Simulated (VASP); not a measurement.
Runs of VASP 6.6.1 on SGaH3. The cell holds a molecule in a box, 5 atoms: a = 12.000 Å, b = 12.000 Å, c = 12.000 Å, α = 90.00°, β = 90.00°, γ = 90.00°. 

```csv
task,level,potentials or basis,cutoff (eV),grid for exact exchange (PRECFOCK),exchange at q = 0,gap on the mesh (eV),largest force (eV/Å)
electron localisation function,PBE,"VASP PAW PBE potentials, release 64 (S, Ga_d, H)",520,-,-,4.29,0.21
single point,PBE+D3(BJ),"VASP PAW PBE potentials, release 64 (S, Ga_d, H)",520,-,-,4.29,0.20
single point,PBE0,"VASP PAW PBE potentials, release 64 (S_h, Ga_h, H_h)",900,Normal,truncated,(a),0.21
atomic charges,PBE+TS,"VASP PAW PBE potentials, release 64 (S, Ga_d, H)",520,-,-,4.29,0.21
single point,PBE,"VASP PAW PBE potentials, release 64 (S, Ga_d, H)",520,-,-,4.29,0.21
```

Alike in all rows: no spin polarisation; cell as given; k mesh 1 × 1 × 1; smearing gaussian 0.01 eV.

**Question.** Fill in the values left out.

**Answer.** (a) 6.19.

Caveats: the PAW data sets were made with another functional, which shifts forces and pressure a little (some runs).

A k mesh can miss the band edges, and the runs leave out spin-orbit coupling on Ga.

Not every run made on this cell is shown here.
